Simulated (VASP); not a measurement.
All values below come from PBE GGA, VASP's PBE PAW potentials (set 64) (plane waves; VASP).

Input for VASP

### INCAR
```
LORBIT  =  10
SYSTEM  =  MnS
LASPH  =  .TRUE.   ! aspherical one-centre terms
LCHARG  =  .FALSE.
ISIF  =  2   ! forces and stress, cell fixed
EDIFF  =  1E-6
ISPIN  =  2
ISMEAR  =  0   ! Gaussian
NELM  =  100
MAGMOM  =  5.0 -5.0 2*0.0
GGA  =  PE
LMAXMIX  =  4   ! l cut-off of mixed one-centre charges
ALGO  =  Normal   ! blocked Davidson
ENCUT  =  400   ! plane-wave cut-off (eV)
LWAVE  =  .FALSE.
PREC  =  Accurate
SIGMA  =  0.05
LREAL  =  .FALSE.   ! projection in real space or not
```

**KPOINTS**
```
Regular mesh
0
G
  6 6 6
0 0 0
```

### POSCAR
```
MnS
1
    5.2200000000     2.6100000000     2.6100000000
    2.6100000000     5.2200000000     2.6100000000
    2.6100000000     2.6100000000     5.2200000000
Mn S
2 2
Direct
  0.0000000000   0.0000000000   0.0000000000
  0.5000000000   0.5000000000   0.5000000000
  0.2500000000   0.2500000000   0.2500000000
  0.7500000000   0.7500000000   0.7500000000
```

POTCAR, in this order: Mn_pv S (PBE.64 set). Program: vasp_std.

What VASP printed:

OSZICAR:
```
       N       E                     dE             d eps       ncg     rms          rms(c)
DAV:   1     0.324576360363E+03    0.32458E+03   -0.18947E+04  3400   0.148E+03
DAV:   2     0.711966098099E+00   -0.32386E+03   -0.31961E+03  2986   0.427E+02
DAV:   3    -0.297298154979E+02   -0.30442E+02   -0.29961E+02  4236   0.120E+02
DAV:   4    -0.305748327136E+02   -0.84502E+00   -0.83255E+00  3511   0.198E+01
DAV:   5    -0.305910047528E+02   -0.16172E-01   -0.16170E-01  3684   0.327E+00    0.157E+01
DAV:   6    -0.281290362583E+02    0.24620E+01   -0.21250E+01  3991   0.423E+01    0.134E+01
DAV:   7    -0.283802932591E+02   -0.25126E+00   -0.18980E+00  3351   0.133E+01    0.796E+00
DAV:   8    -0.283940057876E+02   -0.13713E-01   -0.31218E-01  4018   0.557E+00    0.361E+00
DAV:   9    -0.283867902343E+02    0.72156E-02   -0.56473E-02  3928   0.251E+00    0.506E-01
DAV:  10    -0.283917320809E+02   -0.49418E-02   -0.53660E-03  3562   0.651E-01    0.246E-01
DAV:  11    -0.283921223675E+02   -0.39029E-03   -0.43190E-04  3570   0.164E-01    0.151E-01
DAV:  12    -0.283922358561E+02   -0.11349E-03   -0.15192E-04  3525   0.797E-02    0.739E-02
DAV:  13    -0.283922566822E+02   -0.20826E-04   -0.28208E-05  3399   0.477E-02    0.149E-02
DAV:  14    -0.283922558863E+02    0.79594E-06   -0.14154E-05  3504   0.203E-02    0.822E-03
DAV:  15    -0.283922567488E+02   -0.86252E-06   -0.11795E-06  1941   0.144E-02
   1 F= -.28392257E+02 E0= -.28392257E+02  d E =-.213436E-16  mag=     0.0000
```

File OUTCAR:
```
------------------------ aborting loop because EDIFF is reached ----------------------------------------
  FORCE on cell =-STRESS in cart. coord.  units (eV):
  Direction    XX          YY          ZZ          XY          YZ          ZX
  --------------------------------------------------------------------------------------
  Total       -1.8036558     -1.8036558     -1.8036558     -0.1026295     -0.1026295     -0.1026295
  in kB      -40.6333588    -40.6333588    -40.6333588     -2.3120721     -2.3120721     -2.3120721
  external PRESSURE =     -40.6333588 kB  Pullay stress =       0.0000000 kB
  volume of cell :       71.12
      direct lattice vectors                 reciprocal lattice vectors
     5.220000000  2.610000000  2.610000000     0.287356322 -0.095785441 -0.095785441
     2.610000000  5.220000000  2.610000000    -0.095785441  0.287356322 -0.095785441
     2.610000000  2.610000000  5.220000000    -0.095785441 -0.095785441  0.287356322
 POSITION                                       TOTAL-FORCE (eV/Angst)
 -----------------------------------------------------------------------------------
      0.00000      0.00000      0.00000        -0.000000     -0.000000     -0.000000
      5.22000      5.22000      5.22000        -0.000000     -0.000000     -0.000000
      2.61000      2.61000      2.61000         0.000000      0.000000      0.000000
      7.83000      7.83000      7.83000         0.000000     -0.000000     -0.000000
 -----------------------------------------------------------------------------------
    total drift:                                0.000000     -0.000000     -0.000000
  FREE ENERGIE OF THE ION-ELECTRON SYSTEM (eV)
  ---------------------------------------------------
  free  energy   TOTEN  =       -28.3922567488 eV

  energy  without entropy=      -28.3922567488  energy(sigma->0) =      -28.39225675

 total charge

# of ion       s       p       d       tot
------------------------------------------
    1        0.208   6.155   4.945  11.309
    2        0.208   6.155   4.945  11.309
    3        1.326   2.403   0.000   3.729
    4        1.326   2.403   0.000   3.729
--------------------------------------------------
tot          3.068  17.117   9.890  30.076

 magnetization (x)

# of ion       s       p       d       tot
------------------------------------------
    1        0.019   0.015   4.173   4.208
    2       -0.019  -0.015  -4.173  -4.208
    3        0.000   0.000   0.000   0.000
    4        0.000   0.000   0.000   0.000
--------------------------------------------------
tot          0.000   0.000   0.000   0.000
```
(Selected blocks of OUTCAR.)

The compound is MnS in the rock salt, AFM-II order structure. The cell was not relaxed at this level.
